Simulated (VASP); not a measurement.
# C (Diamond): VASP by hand and through ASE

Aim: repeat a VASP run on C (Diamond) through ASE, from several structure formats, and find the equilibrium volume by several routes. All runs use LDA. The start is a cell from a database of measured crystal structures.

Main program and level: VASP 6.6.1; LDA; plane waves and PAW (C).

## 1. Set-up

The structure is cubic, space group Fd-3m (No. 227). Conventional cell: a = 3.567 Å, b = 3.567 Å, c = 3.567 Å, α = 90.00°, β = 90.00°, γ = 90.00°. C has 4 C at 1.54 Å nearest.

Structure file:

```cif
data_structure
_symmetry_space_group_name_H-M 'P 1'
_symmetry_Int_Tables_number 1
_cell_length_a 2.5221
_cell_length_b 2.5221
_cell_length_c 2.5221
_cell_angle_alpha 60.000
_cell_angle_beta 60.000
_cell_angle_gamma 60.000
_cell_volume 11.34
loop_
_atom_site_label
_atom_site_type_symbol
_atom_site_fract_x
_atom_site_fract_y
_atom_site_fract_z
_atom_site_occupancy
C1 C 0.00000 0.00000 0.00000 1
C2 C 0.25000 0.25000 0.25000 1
```

## 2. Reference run

A single point writes out the density, ELF and the potential. LDA, the lowest rung, knows the local density alone.

File INCAR:

```
SYSTEM = C
PREC = Accurate
ENCUT = 520
EDIFF = 1E-06
NELM = 100
ISMEAR = -1
SIGMA = 0.05
LREAL = .FALSE.
ALGO = Normal
GGA = CA
NBANDS = 10
LORBIT = 11
LWAVE = .FALSE.
LCHARG = .TRUE.
ISIF = 2
LELF = .TRUE.
LVHAR = .TRUE.
```

File POSCAR:

```
C
1.0
    0.0000000000      1.7833700000      1.7833700000
    1.7833700000      0.0000000000      1.7833700000
    1.7833700000      1.7833700000      0.0000000000
C
2
Direct
    0.0000000000      0.0000000000      0.0000000000
    0.2500000000      0.2500000000      0.2500000000
```

File KPOINTS:

```
Automatic mesh
0
Gamma
11 11 11
0 0 0
```

Potentials, in the order of the species: C (LDA family, release 64).

Started as:

```console
> mpirun -np 2 vasp_std
```

What it wrote:

```text
[banner, memory and clock lines left out]
running    2 mpi-ranks, on    1 nodes
 distrk:  each k-point on    2 cores,    1 groups
 distr:  one band on    1 cores,    2 groups

 POSCAR found type information on POSCAR C
 POSCAR found :  1 types and       2 ions
 LDA part: xc-table for (Slater(with rela. corr.)+CA(PZ))
 , standard interpolation
 POSCAR, INCAR and KPOINTS ok, starting setup
 FFT: planning ... GRIDC
 FFT: planning ... GRID_SOFT
 FFT: planning ... GRID
 WAVECAR not read
 entering main loop
       N       E                     dE             d eps       ncg     rms          rms(c)
DAV:   1    -0.162065337397E+01   -0.16207E+01   -0.49518E+03  1136   0.794E+02
DAV:   2    -0.206527206575E+02   -0.19032E+02   -0.18492E+02  1552   0.125E+02
DAV:   3    -0.210362106212E+02   -0.38349E+00   -0.38273E+00  1310   0.144E+01
DAV:   4    -0.210372384736E+02   -0.10279E-02   -0.10278E-02  1230   0.811E-01
DAV:   5    -0.210372396967E+02   -0.12231E-05   -0.12231E-05  1266   0.285E-02    0.569E+00
DAV:   6    -0.204430561069E+02    0.59418E+00   -0.33988E-01  1162   0.428E+00    0.330E+00
DAV:   7    -0.202354823987E+02    0.20757E+00   -0.40069E-01  1210   0.466E+00    0.716E-01
DAV:   8    -0.202352426178E+02    0.23978E-03   -0.84633E-03  1200   0.822E-01    0.257E-02
DAV:   9    -0.202352318769E+02    0.10741E-04   -0.31581E-05  1232   0.474E-02    0.192E-02
DAV:  10    -0.202352333759E+02   -0.14989E-05   -0.17354E-06  1200   0.118E-02    0.441E-03
DAV:  11    -0.202352333157E+02    0.60227E-07   -0.57282E-08   622   0.200E-03
   1 F= -.20235233E+02 E0= -.20235233E+02  d E =-.680552E-10
```

Run time: 3.4 s. Hardware: 2 MPI ranks of Intel Xeon 6975P-C (Granite Rapids), shared host; peak memory 0.19 GiB; 5.7 s of CPU time.

The logs omit lines about the potential files and the build; timing stands in the text.

From OUTCAR (step 2):

```text
ion  position               nearest neighbor table
   1  0.000  0.000  0.000-   2 1.54   2 1.54   2 1.54   2 1.54
   2  0.250  0.250  0.250-   1 1.54   1 1.54   1 1.54   1 1.54

  LATTYP: Found a face centered cubic cell.
 ALAT       =     3.5667400000

 Subroutine GETGRP returns: Found 48 space group operations
 (whereof 24 operations were pure point group operations)

The static configuration has the point symmetry T_d .
 The point group associated with its full space group is O_h .

 Found     56 irreducible k-points:

   k-points           NKPTS =     56   k-points in BZ     NKDIM =     56   number of bands    NBANDS=     10

   dimension x,y,z NGX =    20 NGY =   20 NGZ =   20
   dimension x,y,z NGXF=    40 NGYF=   40 NGZF=   40

   ENCUT  =  520.0 eV  38.22 Ry    6.18 a.u.   4.69  4.69  4.69*2*pi/ulx,y,z

   NELECT =       8.0000    total number of electrons

 k-points in reciprocal lattice and weights: Automatic mesh
   0.00000000  0.00000000  0.00000000       0.001
   0.09090909  0.00000000  0.00000000       0.006
   0.18181818  0.00000000  0.00000000       0.006
   0.27272727  0.00000000  0.00000000       0.006
   0.36363636  0.00000000  0.00000000       0.006
   0.45454545  0.00000000  0.00000000       0.006
   0.09090909  0.09090909  0.00000000       0.005
   0.18181818  0.09090909  0.00000000       0.018
   0.27272727  0.09090909  0.00000000       0.018
[...]
-0.36363636  0.45454545  0.18181818       0.018
  -0.27272727  0.45454545  0.18181818       0.018

 average (electrostatic) potential at core
       1 -49.5049       2 -49.5049

 E-fermi :  10.6219

 k-point     1 :       0.0000    0.0000    0.0000
  band No.  band energies     occupation
      1     -11.5949      2.00000
      2       9.7238      2.00000
      3       9.7238      2.00000
      4       9.7239      2.00000
      5      15.2663      0.00000
      6      15.2663      0.00000
      7      15.2663      0.00000
      8      23.2805      0.00000
      9      28.7273      0.00000
    ...

 k-point     2 :       0.0909    0.0000    0.0000
  band No.  band energies     occupation
      1     -11.3662      2.00000
      2       8.3147      2.00000
      3       9.3475      2.00000
      4       9.3475      2.00000
      5      15.7586      0.00000
      6      15.7586      0.00000
      7      16.0891      0.00000
      8      23.4373      0.00000
      9      29.0902      0.00000
    ...

 k-point     3 :       0.1818    0.0000    0.0000
  band No.  band energies     occupation
      1     -10.6834      2.00000
      2       5.5016      2.00000
      3       8.5673      2.00000
      4       8.5673      2.00000
      5      16.7723      0.00000
      6      16.7723      0.00000
      7      17.2799      0.00000
      8      23.8777      0.00000
      9      29.7917      0.00000
    ...

  Total       -0.8235842     -0.8235842     -0.8235842     -0.0000000      0.0000000     -0.0000000
  in kB     -116.3226386   -116.3226386   -116.3226386     -0.0000000      0.0000000     -0.0000000
  external PRESSURE =    -116.3226386 kB  Pullay stress =       0.0000000 kB

  energy-cutoff  :      520.00
  volume of cell :       11.34
      direct lattice vectors                 reciprocal lattice vectors
     0.000000000  1.783370000  1.783370000    -0.280368067  0.280368067  0.280368067
     1.783370000  0.000000000  1.783370000     0.280368067 -0.280368067  0.280368067
     1.783370000  1.783370000  0.000000000     0.280368067  0.280368067 -0.280368067

 POSITION                                       TOTAL-FORCE (eV/Angst)
 -----------------------------------------------------------------------------------
      0.00000      0.00000      0.00000         0.000000      0.000000      0.000000
      0.89168      0.89168      0.89168        -0.000000     -0.000000     -0.000000
 -----------------------------------------------------------------------------------
    total drift:                                0.000000      0.000000      0.000000

  FREE ENERGIE OF THE ION-ELECTRON SYSTEM (eV)
  ---------------------------------------------------
  free  energy   TOTEN  =       -20.2352333157 eV

  energy  without entropy=      -20.2352333156  energy(sigma->0) =      -20.23523332

 total charge
# of ion       s       p       d       tot
------------------------------------------
    1        0.819   1.753   0.000   2.572
    2        0.819   1.753   0.000   2.572
--------------------------------------------------
tot          1.637   3.506   0.000   5.143

[... 3 further parts left out ...]
```

The gap is read on the k-mesh alone, so it is an upper bound where the band edges lie off the mesh, and a coarse mesh can show a gap where there is none. At this level the cell is under a tension of 11.6 GPa, so at these settings it is away from equilibrium.

This step gave:

```
SCF cycles                             : 11
electrons                              : 8
bands                                  : 10
irreducible k-points                   : 56
symmetry operations                    : 48
free energy (TOTEN)                    : -20.24 eV
Fermi energy                           : 10.62 eV
pressure                               : -11.63 GPa
metallic, judged on the points sampled : no
valence top at k                       : 0, 0, 0
conduction bottom at k                 : 0.3636, 0.3636, 0
least direct gap at k                  : 0, 0, 0
gap on the k-mesh                      : 4.096 eV
least direct gap on the k-mesh         : 5.542 eV
```

ELF in the ac plane of a cell with a along [110], b along [-110] and c along [001] of the cube at fractional y = 0.000, with atoms of C within 0.2 Å of it. It is the smooth field of the valence electrons, not physical close to the nuclei.

Ten even steps from '_' (0.03) to '@' (0.89), each cell a mean:
```
__::++**++--..__::++**++--..
--++++::--++==--++++::--++==
##@@##::++@@%%##@@##::++@@%%
==%%@@##%%@@**==%%@@##%%@@**
..++**==++##::..++**==++##::
++++--__..==++++++--__..==++
++--______::==++--______::==
..____________..____________
____..--::..______..--::..__
```
Columns run along a (5.0 Å), rows up along c (3.6 Å), edges of the conventional cell, whose origin can differ from the input's. Atoms in or near the plane, at fractional coordinates: C at (0.00, 0.50), C at (0.50, 0.50), C at (0.25, 0.75), C at (0.75, 0.75).

Valence density in the ac plane of a cell with a along [110], b along [-110] and c along [001] of the cube at fractional y = 0.000, with atoms of C within 0.2 Å of it. It is the smooth field of the valence electrons, not physical close to the nuclei.

Values in e/Å³, 9 rows by 14 columns, each cell a mean:
```
0.1 0.3 0.7 1.1 0.9 0.4 0.2 0.1 0.3 0.7 1.1 0.9 0.4 0.2
0.3 0.6 1.3 1.6 1.5 0.9 0.4 0.3 0.6 1.3 1.6 1.5 0.9 0.4
1.0 1.2 1.7 1.7 1.8 1.4 1.0 1.0 1.2 1.7 1.7 1.8 1.4 1.0
1.7 1.7 1.4 1.3 1.3 1.6 1.7 1.7 1.7 1.4 1.3 1.3 1.6 1.7
1.6 1.4 0.8 0.5 0.6 1.1 1.6 1.6 1.4 0.8 0.5 0.6 1.1 1.6
1.4 0.9 0.4 0.2 0.2 0.6 1.2 1.4 0.9 0.4 0.2 0.2 0.6 1.2
0.6 0.4 0.2 0.1 0.1 0.3 0.5 0.6 0.4 0.2 0.1 0.1 0.3 0.5
0.2 0.2 0.2 0.2 0.2 0.2 0.2 0.2 0.2 0.2 0.2 0.2 0.2 0.2
0.1 0.2 0.3 0.4 0.3 0.2 0.1 0.1 0.2 0.3 0.4 0.3 0.2 0.1
```
Columns run along a (5.0 Å), rows up along c (3.6 Å), edges of the conventional cell, whose origin can differ from the input's. Atoms in or near the plane, at fractional coordinates: C at (0.00, 0.50), C at (0.50, 0.50), C at (0.25, 0.75), C at (0.75, 0.75).

Electrostatic potential energy in the ac plane of a cell with a along [110], b along [-110] and c along [001] of the cube at fractional y = 0.000, with atoms of C within 0.2 Å of it. With pseudopotentials it is smooth inside the atoms' cores, unlike the true potential.

Ten even steps from '_' (-43 eV) to '@' (0 eV), each cell a mean:
```
@@@@##==++%%@@@@@@##==++%%@@
@@%%....__++@@@@%%....__++@@
**##....__++##**##....__++##
__::**--==++____::**--==++__
--__%%@@%%==__--__%%@@%%==__
..++@@@@@@##::..++@@@@@@##::
%%@@@@@@@@@@%%%%@@@@@@@@@@%%
@@@@@@@@@@@@@@@@@@@@@@@@@@@@
@@@@@@@@@@@@@@@@@@@@@@@@@@@@
```
Columns run along a (5.0 Å; values clipped at the 3rd and 97th percentile), rows up along c (3.6 Å), edges of the conventional cell, whose origin can differ from the input's. Atoms in or near the plane, at fractional coordinates: C at (0.00, 0.50), C at (0.50, 0.50), C at (0.25, 0.75), C at (0.75, 0.75).

The pressure is -11.63 GPa and the largest force 0.000 eV/Å, so the cell is not at a minimum at these settings.

## 3. A single point (LDA, through ASE)

The single point through ASE, with the structure read from a POSCAR.

File run.py:

```python
import numpy as np
from ase.calculators.vasp import Vasp
from ase.io import read
from ase.dft.bandgap import bandgap

atoms = read('structure.vasp')

calc = Vasp(
    xc='lda',
    pp='LDA',
    prec='Accurate',
    encut=520,
    ediff=1e-06,
    nelm=100,
    ismear=-1,
    sigma=0.05,
    lreal=False,
    algo='Normal',
    nbands=10,
    lorbit=11,
    lwave=False,
    lcharg=False,
    kpar=2,
    isif=2,
    pp_version='64',
    setups={'C': ''},
    kpts=(11, 11, 11),
    gamma=True,
    txt='vasp.out',
)
atoms.calc = calc

print("energy (eV):", round(atoms.get_potential_energy(), 6))
print("Fermi level (eV):", round(calc.get_fermi_level(), 4))
print("forces (eV/A):")
print(np.round(atoms.get_forces(), 4))
print("stress (GPa, Voigt, tension positive):", np.round(atoms.get_stress() * 160.21766, 3))
gap, p1, p2 = bandgap(calc, direct=False)
print("gap on the mesh (eV):", round(gap, 4))
```

File structure.vasp:

```
C
1.0
    0.0000000000      1.7833700000      1.7833700000
    1.7833700000      0.0000000000      1.7833700000
    1.7833700000      1.7833700000      0.0000000000
C
2
Direct
    0.0000000000      0.0000000000      0.0000000000
    0.2500000000      0.2500000000      0.2500000000
```

Started as:

```console
> export ASE_VASP_COMMAND="mpirun -np 2 vasp_std"
> python run.py
```

What it wrote:

```text
energy (eV): -20.235233
Fermi level (eV): 10.6219
forces (eV/A):
[[ 0.  0.  0.]
 [-0.  0. -0.]]
stress (GPa, Voigt, tension positive): [11.632 11.632 11.632 -0.    -0.     0.   ]
gap on the mesh (eV): 4.0962
```

Run time: 4.2 s. Hardware: 2 MPI ranks; peak memory 0.2 GiB.

The INCAR that ASE wrote:

```
ENCUT = 520.000000
SIGMA = 0.050000
EDIFF = 1.00e-06
ALGO = Normal
PREC = Accurate
ISIF = 2
ISMEAR = -1
KPAR = 2
LORBIT = 11
NBANDS = 10
NELM = 100
LCHARG = .FALSE.
LWAVE = .FALSE.
LREAL = .FALSE.
```

The KPOINTS that ASE wrote:

```
KPOINTS created by Atomic Simulation Environment
0
Gamma
11 11 11
0 0 0
```

VASP's own log, vasp.out:

```text
[banner, memory and clock lines left out]
running    2 mpi-ranks, on    1 nodes
 distrk:  each k-point on    1 cores,    2 groups
 distr:  one band on    1 cores,    1 groups

 POSCAR found type information on POSCAR C
 POSCAR found :  1 types and       2 ions
 LDA part: xc-table for (Slater(with rela. corr.)+CA(PZ))
 , standard interpolation
 POSCAR, INCAR and KPOINTS ok, starting setup
 FFT: planning ... GRIDC
 FFT: planning ... GRID_SOFT
 FFT: planning ... GRID
 WAVECAR not read
 entering main loop
       N       E                     dE             d eps       ncg     rms          rms(c)
DAV:   1    -0.162065337394E+01   -0.16207E+01   -0.49518E+03  1136   0.794E+02
[... 3 cycles as in an earlier step ...]
DAV:   5    -0.210372396968E+02   -0.12232E-05   -0.12231E-05  1266   0.285E-02    0.569E+00
[... 4 cycles as in an earlier step ...]
DAV:  10    -0.202352333759E+02   -0.14990E-05   -0.17354E-06  1200   0.118E-02    0.441E-03
DAV:  11    -0.202352333156E+02    0.60206E-07   -0.57282E-08   622   0.200E-03
   1 F= -.20235233E+02 E0= -.20235233E+02  d E =-.680552E-10
```

From OUTCAR (step 3):

```text
 Found     56 irreducible k-points:

   NELECT =       8.0000    total number of electrons

 E-fermi :  10.6219

  Total       -0.8235842     -0.8235842     -0.8235842     -0.0000000      0.0000000      0.0000000
  in kB     -116.3226387   -116.3226387   -116.3226387     -0.0000000      0.0000000      0.0000000
  external PRESSURE =    -116.3226387 kB  Pullay stress =       0.0000000 kB

 POSITION                                       TOTAL-FORCE (eV/Angst)
 -----------------------------------------------------------------------------------
      0.00000      0.00000      0.00000         0.000000      0.000000      0.000000
      0.89168      0.89168      0.89168        -0.000000      0.000000     -0.000000
 -----------------------------------------------------------------------------------
    total drift:                                0.000000      0.000000      0.000000

  FREE ENERGIE OF THE ION-ELECTRON SYSTEM (eV)
  ---------------------------------------------------
  free  energy   TOTEN  =       -20.2352333156 eV

[... 17 parts as in an earlier step ...]

[... 1 further part left out ...]
```

The energy equals that of the run typed by hand within 0.01 meV an atom.

(Part 1 of 4 ends here.)

[Lines on the potential files, build, host, timing and source positions are cut from VASP's logs without a mark.]

[Logs are printed without paths, hosts, clocks, repeated set-up lines and the standing remarks that a program may print on its own settings, such as how far it seeks lower states.]

[Hosts, paths, dates, database ids (printed as entryN), source tags and the programs' standing remarks are cut or masked in the printed files.]

[A measured line is paired with the nearest computed mode of its activity, which favours agreement.]

[In band tables of VASP the shares of atoms and orbitals are scaled to a sum of 1 inside the atoms' spheres.]
